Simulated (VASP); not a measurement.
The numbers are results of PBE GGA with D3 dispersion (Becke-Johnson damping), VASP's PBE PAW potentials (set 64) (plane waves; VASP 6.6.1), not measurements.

A VASP calculation is set up with these files.

POSCAR:
```
GaP
1
    0.0000000000     2.7250000000     2.7250000000
    2.7250000000     0.0000000000     2.7250000000
    2.7250000000     2.7250000000     0.0000000000
Ga P
1 1
Direct
  0.0000000000   0.0000000000   0.0000000000
  0.2500000000   0.2500000000   0.2500000000
```

**INCAR**
```
SYSTEM = GaP
PREC = Accurate
ENCUT = 520
EDIFF = 1E-6
NELM = 100
ALGO = Normal
LREAL = .FALSE.
LASPH = .TRUE.
ISMEAR = 0
SIGMA = 0.05
GGA = PE
IVDW = 12
LMAXMIX = 4
LWAVE = .FALSE.
LCHARG = .FALSE.
IBRION = 2
ISIF = 3
NSW = 60
EDIFFG = -0.01
```

### KPOINTS
```
K-points
0
G
8 8 8
```

POTCAR, in this order: Ga_d P (PBE.64 set). Program: vasp_std.

Output of the run:

**OUTCAR**
```
 ion  position               nearest neighbor table
   1  0.000  0.000  0.000-   2 2.36   2 2.36   2 2.36   2 2.36
   2  0.250  0.250  0.250-   1 2.36   1 2.36   1 2.36   1 2.36
  LATTYP: Found a face centered cubic cell.
 ALAT       =     5.4500000000
 Subroutine PRICEL returns:
 Original cell was already a primitive cell.
 Subroutine GETGRP returns: Found 24 space group operations
The static configuration has the point symmetry T_d .
The dynamic configuration has the point symmetry T_d .
 Subroutine INISYM returns: Found 24 space group operations
 Subroutine IBZKPT returns following result:
 Found     29 irreducible k-points:

 Following reciprocal coordinates:
            Coordinates               Weight
  0.000000  0.000000  0.000000      1.000000
  0.125000  0.000000  0.000000      8.000000
  0.250000  0.000000  0.000000      8.000000
  0.375000  0.000000  0.000000      8.000000
  0.500000  0.000000  0.000000      4.000000
  0.125000  0.125000  0.000000      6.000000
  0.250000  0.125000  0.000000     24.000000
  0.375000  0.125000  0.000000     24.000000
  0.500000  0.125000  0.000000     24.000000
...
```

OSZICAR:
```
       N       E                     dE             d eps       ncg     rms          rms(c)
DAV:   1     0.803815470602E+02    0.80382E+02   -0.93590E+03   762   0.197E+03
DAV:   2    -0.287428860726E+01   -0.83256E+02   -0.80226E+02   819   0.342E+02
DAV:   3    -0.925200533066E+01   -0.63777E+01   -0.63473E+01   914   0.766E+01
DAV:   4    -0.938215317546E+01   -0.13015E+00   -0.13006E+00   934   0.117E+01
DAV:   5    -0.938535905743E+01   -0.32059E-02   -0.32058E-02   947   0.150E+00    0.425E+00
DAV:   6    -0.914210487078E+01    0.24325E+00   -0.46856E-01  1141   0.129E+01    0.280E+00
DAV:   7    -0.911537261386E+01    0.26732E-01   -0.11658E-01   968   0.255E+00    0.113E+00
DAV:   8    -0.911544373143E+01   -0.71118E-04   -0.14707E-02   894   0.183E+00    0.169E-01
DAV:   9    -0.911581307724E+01   -0.36935E-03   -0.16158E-03   966   0.702E-01    0.885E-02
DAV:  10    -0.911587517163E+01   -0.62094E-04   -0.12999E-04  1117   0.126E-01    0.409E-02
DAV:  11    -0.911594736293E+01   -0.72191E-04   -0.10607E-04   804   0.106E-01    0.621E-03
DAV:  12    -0.911594672193E+01    0.64101E-06   -0.42657E-06   954   0.350E-02
   1 F= -.97491281E+01 E0= -.97491281E+01  d E =-.974913E+01
       N       E                     dE             d eps       ncg     rms          rms(c)
DAV:   1    -0.911615792689E+01   -0.21056E-03   -0.46139E-02   999   0.457E+00    0.351E-01
DAV:   2    -0.911343381919E+01    0.27241E-02   -0.49488E-03   949   0.182E+00    0.159E-01
DAV:   3    -0.911275177090E+01    0.68205E-03   -0.82559E-04   999   0.634E-01    0.373E-02
DAV:   4    -0.911269347379E+01    0.58297E-04   -0.80030E-05   855   0.137E-01    0.154E-02
DAV:   5    -0.911268434821E+01    0.91256E-05   -0.62312E-06   945   0.376E-02    0.470E-03
DAV:   6    -0.911268437112E+01   -0.22908E-07   -0.40835E-07   407   0.102E-02
   2 F= -.97491597E+01 E0= -.97491597E+01  d E =-.315873E-04
       N       E                     dE             d eps       ncg     rms          rms(c)
DAV:   1    -0.911486221529E+01   -0.21779E-02   -0.89971E-03   999   0.204E+00    0.154E-01
DAV:   2    -0.911433513655E+01    0.52708E-03   -0.94697E-04   959   0.780E-01    0.703E-02
DAV:   3    -0.911420008127E+01    0.13506E-03   -0.16554E-04   999   0.285E-01    0.161E-02
DAV:   4    -0.911418743809E+01    0.12643E-04   -0.15656E-05   873   0.625E-02    0.674E-03
DAV:   5    -0.911418476406E+01    0.26740E-05   -0.10404E-06   407   0.164E-02    0.183E-03
DAV:   6    -0.911418461696E+01    0.14711E-06   -0.21967E-07   377   0.687E-03
   3 F= -.97492054E+01 E0= -.97492054E+01  d E =-.772889E-04
```

### OUTCAR
```
------------------------ aborting loop because EDIFF is reached ----------------------------------------
 Edisp (eV)   -0.63502
  FORCE on cell =-STRESS in cart. coord.  units (eV):
  Direction    XX          YY          ZZ          XY          YZ          ZX
  --------------------------------------------------------------------------------------
  Total      -0.00195    -0.00195    -0.00195    -0.00000     0.00000    -0.00000
  in kB      -0.07754    -0.07754    -0.07754    -0.00000     0.00000    -0.00000
  external pressure =       -0.08 kB  Pullay stress =        0.00 kB
  volume of cell :       40.36
      direct lattice vectors                 reciprocal lattice vectors
    -0.000000000  2.722572426  2.722572426    -0.183649843  0.183649843  0.183649843
     2.722572426  0.000000000  2.722572426     0.183649843 -0.183649843  0.183649843
     2.722572426  2.722572426 -0.000000000     0.183649843  0.183649843 -0.183649843
  FREE ENERGIE OF THE ION-ELECTRON SYSTEM (eV)
  ---------------------------------------------------
  free  energy   TOTEN  =        -9.7492053568 eV

  energy  without entropy=       -9.7492053568  energy(sigma->0) =       -9.74920536

 reached required accuracy - stopping structural energy minimisation
```
(Selected blocks of OUTCAR.)

**CONTCAR**
```
GaP
   1.00000000000000
    -0.0000000000000000    2.7225724263911322    2.7225724263911322
     2.7225724263911322    0.0000000000000000    2.7225724263911322
     2.7225724263911322    2.7225724263911322   -0.0000000000000000
  Ga              P
     1     1
Direct
     0.0000000000000000    0.0000000000000000    0.0000000000000000
     0.2500000000000000    0.2500000000000000    0.2500000000000000
```

The compound is GaP in the zinc blende structure. This run relaxes it. Symmetry was kept, so distortions that lower it aren't found.
